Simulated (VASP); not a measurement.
Energy against volume of Si (diamond). Calculation: PBE GGA, VASP's PBE PAW potentials (set 64) (plane waves; VASP). Run with 520 eV cut-off, 8×8×8 Γ-centred mesh, Gaussian smearing of 0.050 eV, potentials Si.

```json
[
 {"V (Å³/atom)": "19.216", "E (eV/atom)": "-5.40011"},
 {"V (Å³/atom)": "19.829", "E (eV/atom)": "-5.41758"},
 {"V (Å³/atom)": "20.442", "E (eV/atom)": "-5.42304"},
 {"V (Å³/atom)": "21.055", "E (eV/atom)": "-5.41825"}
]
```

**Question.** Fit these four points and predict the energy of the run at 21.669 Å³/atom.

**Answer.** A cubic in V^(−2/3), the third-order Birch-Murnaghan form, passes through the four points with V0 = 20.45 Å³/atom and B0 = 89 GPa, and gives -5.4047 eV/atom there. The run gave -5.4047 eV/atom, -0.0 meV/atom from the fit; all five points give B0 = 89 GPa.

The compound is Si in the diamond structure. It was relaxed first.
